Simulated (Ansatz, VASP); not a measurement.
## TiGa4: VASP beside Ansatz

One calculation is typed for both programs; each brings its own data sets. How far apart do they land? The two relaxations start from unlike cells of this crystal (the structure described is Ansatz's start), so only their ends are compared.

Program: Ansatz 0.2.0. Level of theory: plane waves, with VASP 6.6.1 beside it; relaxation of cell and atoms at PBEsol. Results are calculated unless marked as measured.

**1. Set-up**

The structure is cubic, space group Im-3m (No. 229). The conventional cell has a = 5.695 Å, b = 5.695 Å, c = 5.695 Å, α = 90.00°, β = 90.00°, γ = 90.00°. Nearest to Ga lie 2 Ti at 2.47 Å. Nearest to Ti lie 8 Ga at 2.47 Å. Farther neighbours are not listed.

Structure file:

```xyz
5
Lattice="-2.8475 2.8475 2.8475 2.8475 -2.8475 2.8475 2.8475 2.8475 -2.8475" Properties=species:S:1:pos:R:3 pbc="T T T"
Ga    1.4238    1.4238    1.4238
Ga   -1.4238    1.4238    1.4238
Ga    1.4238   -1.4238    1.4238
Ga    1.4238    1.4238   -1.4238
Ti    0.0000    0.0000    0.0000
```

**2. VASP: relaxation of cell and atoms, PBEsol**

The relaxed volume is the usual yardstick between codes: in a stiff, nearly cubic crystal its relative difference is about their pressure difference at one cell divided by the bulk modulus.

Lines of VASP's logs that name or quote its potential files are left out, and so is its time.

INCAR

```
SYSTEM = TiGa4
PREC = Accurate
ENCUT = 500
EDIFF = 1E-07
NELM = 120
ISMEAR = -1
SIGMA = 0.05
LREAL = .FALSE.
ALGO = Normal
GGA = PS
NBANDS = 39
LASPH = .TRUE.
LORBIT = 11
LWAVE = .FALSE.
LCHARG = .FALSE.
ISIF = 3
IBRION = 2
NSW = 80
EDIFFG = -0.005
GGA_COMPAT = .FALSE.
NELMIN = 4
KPAR = 2
```

POSCAR

```
TiGa4
1.0
   -2.9518969129      2.9518969129      2.9518969129
    2.9518969129     -2.9518969129      2.9518969129
    2.9518969129      2.9518969129     -2.9518969129
Ga Ti
4 1
Direct
    0.5000000000      0.5000000000      0.5000000000
    0.5000000000      0.0000000000      0.0000000000
    0.0000000000      0.5000000000      0.0000000000
    0.0000000000      0.0000000000      0.5000000000
    0.0000000000      0.0000000000      0.0000000000
```

KPOINTS

```
Automatic mesh
0
Gamma
7 7 7
0 0 0
```

Potentials, in the order of the species: Ga_d and Ti_sv (PBE family, release 64).

Command:

```bash
$ mpirun -np 2 vasp_std
```

Numbers of over 12 decimals in the logs are rounded to 6 here.

The log of the run:

```text
[banner, memory and clock lines left out]
running    2 mpi-ranks, on    1 nodes
 distrk:  each k-point on    1 cores,    2 groups
 distr:  one band on    1 cores,    1 groups

 POSCAR found type information on POSCAR GaTi
 POSCAR found :  2 types and       5 ions
|                                                                             |
|               ----> ADVICE to this user running VASP <----                  |
|                                                                             |
|     You enforced a specific xc type in the INCAR file but a different       |
|     [... a line on the potential file left out ...]
|     I HOPE YOU KNOW WHAT YOU ARE DOING!                                     |
|                                                                             |

 LDA part: xc-table for (Slater+PW92), standard interpolation
 POSCAR, INCAR and KPOINTS ok, starting setup
 FFT: planning ... GRIDC
 FFT: planning ... GRID_SOFT
 FFT: planning ... GRID
 WAVECAR not read
 entering main loop
       N       E                     dE             d eps       ncg     rms          rms(c)
DAV:   1     0.547205360511E+03    0.54721E+03   -0.30647E+04  1603   0.281E+03
DAV:   2     0.551447413292E+02   -0.49206E+03   -0.47801E+03  1596   0.618E+02
DAV:   3    -0.178989053605E+02   -0.73044E+02   -0.70273E+02  1926   0.184E+02
DAV:   4    -0.226659839585E+02   -0.47671E+01   -0.47105E+01  2285   0.433E+01
DAV:   5    -0.227951636295E+02   -0.12918E+00   -0.12913E+00  2110   0.663E+00    0.104E+01
DAV:   6    -0.221569288459E+02    0.63823E+00   -0.51981E+00  1868   0.153E+01    0.483E+00
DAV:   7    -0.217661559463E+02    0.39077E+00   -0.19394E+00  1939   0.861E+00    0.351E+00
DAV:   8    -0.216346602130E+02    0.13150E+00   -0.50866E-01  1701   0.549E+00    0.700E-01
DAV:   9    -0.216374556478E+02   -0.27954E-02   -0.69147E-02  2053   0.201E+00    0.316E-01
DAV:  10    -0.216376580748E+02   -0.20243E-03   -0.37960E-03  1886   0.491E-01    0.167E-01
DAV:  11    -0.216376887449E+02   -0.30670E-04   -0.73389E-04  1918   0.225E-01    0.344E-02
DAV:  12    -0.216376722757E+02    0.16469E-04   -0.46552E-05  2162   0.444E-02    0.207E-02
DAV:  13    -0.216376736003E+02   -0.13246E-05   -0.17170E-05  1821   0.302E-02    0.497E-03
DAV:  14    -0.216376740194E+02   -0.41910E-06   -0.13214E-06  1828   0.107E-02    0.130E-03
DAV:  15    -0.216376741560E+02   -0.13659E-06   -0.18247E-07  1412   0.298E-03    0.102E-03
DAV:  16    -0.216376740395E+02    0.11647E-06   -0.28453E-08  1025   0.161E-03    0.233E-04
DAV:  17    -0.216376740295E+02    0.10039E-07   -0.97942E-09   983   0.752E-04
   1 F= -.21637674E+02 E0= -.21613043E+02  d E =-.216377E+02
 curvature:   0.00 expect dE= 0.000E+00 dE for cont linesearch  0.000E+00
 trial: gam= 0.00000 g(F)=  0.908E-57 g(S)=  0.161E-03 ort = 0.000E+00 (trialstep = 0.100E+01)
 search vector abs. value=  0.161E-03
 bond charge predicted
       N       E                     dE             d eps       ncg     rms          rms(c)
DAV:   1    -0.216415617183E+02   -0.38877E-02   -0.56347E-02  1957   0.261E+00    0.421E-01
DAV:   2    -0.216398271783E+02    0.17345E-02   -0.17582E-02  1916   0.109E+00    0.266E-01
DAV:   3    -0.216381433175E+02    0.16839E-02   -0.51899E-03  1821   0.480E-01    0.130E-01
DAV:   4    -0.216377626716E+02    0.38065E-03   -0.77569E-04  1894   0.238E-01    0.241E-02
DAV:   5    -0.216377440435E+02    0.18628E-04   -0.15386E-04  2188   0.832E-02    0.234E-02
DAV:   6    -0.216377459301E+02   -0.18866E-05   -0.11974E-05  1943   0.254E-02    0.106E-02
DAV:   7    -0.216377409940E+02    0.49361E-05   -0.10467E-05  2076   0.298E-02    0.457E-03
DAV:   8    -0.216377407762E+02    0.21775E-06   -0.16854E-06  1804   0.607E-03    0.592E-04
DAV:   9    -0.216377407688E+02    0.74760E-08   -0.10390E-07  1286   0.185E-03
   2 F= -.21637741E+02 E0= -.21613089E+02  d E =-.667392E-04
 trial-energy change:   -0.000067  1 .order   -0.000058   -0.000161    0.000044
 step:   0.8208(harm=  0.7848)  dis= 0.00000  next Energy=   -21.637745 (dE=-0.706E-04)
 reached required accuracy - stopping structural energy minimisation
```

Parts of OUTCAR (step 2):

```text
ion  position               nearest neighbor table
   1  0.500  0.500  0.500-   5 2.56   5 2.56
   2  0.500  0.000  0.000-   5 2.56   5 2.56
   3  0.000  0.500  0.000-   5 2.56   5 2.56
   4  0.000  0.000  0.500-   5 2.56   5 2.56
   5  0.000  0.000  0.000-   1 2.56   2 2.56   3 2.56   4 2.56   4 2.56   3 2.56   2 2.56   1 2.56

  LATTYP: Found a body centered cubic cell.
 ALAT       =     5.9037938258

 Subroutine GETGRP returns: Found 48 space group operations
 (whereof 48 operations were pure point group operations)

The static configuration has the point symmetry O_h .

 Found     20 irreducible k-points:

   k-points           NKPTS =     20   k-points in BZ     NKDIM =     20   number of bands    NBANDS=     39

   dimension x,y,z NGX =    40 NGY =   40 NGZ =   40
   dimension x,y,z NGXF=    80 NGYF=   80 NGZF=   80

   ENCUT  =  500.0 eV  36.75 Ry    6.06 a.u.   9.32  9.32  9.32*2*pi/ulx,y,z

   NELECT =      64.0000    total number of electrons

 k-points in reciprocal lattice and weights: Automatic mesh
   0.00000000  0.00000000  0.00000000       0.003
   0.14285714  0.00000000  0.00000000       0.035
   0.28571429  0.00000000  0.00000000       0.035
   0.42857143  0.00000000  0.00000000       0.035
   0.14285714  0.14285714  0.00000000       0.070
   0.28571429  0.14285714 -0.00000000       0.140
   0.42857143  0.14285714  0.00000000       0.070
   0.28571429  0.28571429  0.00000000       0.070
   0.14285714  0.14285714  0.14285714       0.023
[...]
-0.42857143 -0.42857143  0.28571429       0.023
  -0.42857143  0.42857143  0.42857143       0.017

 average (electrostatic) potential at core
       1 -65.2231       2 -65.2231       3 -65.2231       4 -65.2231       5 -75.5085

 E-fermi :   4.1212

 k-point     1 :       0.0000    0.0000    0.0000
  band No.  band energies     occupation
    ...
     30       3.5900      1.99995
     31       3.5900      1.99995
     32       4.0992      1.21664
     33       4.0992      1.21664
     34       4.0992      1.21664
     35       5.2448      0.00000
     36       5.2448      0.00000
     37       7.9240      0.00000
     38       7.9240      0.00000
     39       7.9240      0.00000

 k-point     2 :       0.1429    0.0000    0.0000
  band No.  band energies     occupation
    ...
     29       3.2765      2.00000
     30       3.5575      1.99997
     31       3.7295      1.99921
     32       3.9102      1.97105
     33       4.0253      1.74398
     34       4.6726      0.00003
     35       5.4638      0.00000
     36       5.8036      0.00000
     37       7.9371      0.00000
     38       8.0077      0.00000
    ...

 k-point     3 :       0.2857    0.0000    0.0000
  band No.  band energies     occupation
    ...
     28       0.5526      2.00000
     29       2.7160      2.00000
     30       3.3358      2.00000
     31       3.9669      1.91262
     32       3.9802      1.88753
     33       4.1808      0.46601
     34       5.8134      0.00000
     35       5.9691      0.00000
     36       6.5153      0.00000
     37       7.7511      0.00000
    ...

  Total       -0.0204419     -0.0204419     -0.0204419     -0.0000000      0.0000000      0.0000000
  in kB       -0.3176370     -0.3176370     -0.3176370     -0.0000000      0.0000000      0.0000000
  external PRESSURE =      -0.3176370 kB  Pullay stress =       0.0000000 kB

  energy-cutoff  :      500.00
  volume of cell :      103.11
      direct lattice vectors                 reciprocal lattice vectors
    -2.954020246  2.954020246  2.954020246     0.000000000  0.169260858  0.169260858
     2.954020246 -2.954020246  2.954020246     0.169260858  0.000000000  0.169260858
     2.954020246  2.954020246 -2.954020246     0.169260858  0.169260858  0.000000000

 POSITION                                       TOTAL-FORCE (eV/Angst)
 -----------------------------------------------------------------------------------
      1.47701      1.47701      1.47701        -0.000000      0.000000     -0.000000
      4.43103      1.47701      1.47701         0.000000      0.000000     -0.000000
      1.47701     -1.47701      1.47701         0.000000      0.000000     -0.000000
      1.47701      1.47701     -1.47701        -0.000000      0.000000      0.000000
      0.00000      5.90804      0.00000         0.000000     -0.000000      0.000000
 -----------------------------------------------------------------------------------
    total drift:                                0.000000     -0.000000      0.000000

  FREE ENERGIE OF THE ION-ELECTRON SYSTEM (eV)
  ---------------------------------------------------
  free  energy   TOTEN  =       -21.6377407688 eV

  energy  without entropy=      -21.5884376326  energy(sigma->0) =      -21.61308920

 reached required accuracy - stopping structural energy minimisation

 total charge
# of ion       s       p       d       tot
------------------------------------------
    1        0.996   0.671   9.940  11.607
    2        0.996   0.671   9.940  11.607
    3        0.996   0.671   9.940  11.607
    4        0.996   0.671   9.940  11.607
    5        2.210   6.182   2.038  10.430
--------------------------------------------------
tot          6.193   8.865  41.799  56.857

[... 3 further parts left out ...]
```

CONTCAR:

```
TiGa4
   1.00000000000000
    -2.9540202462810807    2.9540202462810807    2.9540202462810807
     2.9540202462810807   -2.9540202462810807    2.9540202462810807
     2.9540202462810807    2.9540202462810807   -2.9540202462810807
  Ga              Ti
     4     1
Direct
     0.5000000000000000    0.5000000000000000    0.5000000000000000
     0.5000000000000000    1.0000000000000000    1.0000000000000000
     0.0000000000000000    0.5000000000000000    0.0000000000000000
     0.0000000000000000    0.0000000000000000    0.5000000000000000
     1.0000000000000000    0.0000000000000000    1.0000000000000000
```

The run keeps the 48 symmetry operations of its start, so it cannot find a distortion of lower symmetry.

(Continued in part 2 of 2.)

[Lines on the potential files, build, host, timing and source positions are cut from VASP's logs without a mark.]

[Logs are printed without paths, hosts, clocks, repeated set-up lines and the standing remarks that a program may print on its own settings, such as how far it seeks lower states.]

[Hosts, paths, dates, database ids (printed as entryN), source tags and the programs' standing remarks are cut or masked in the printed files.]
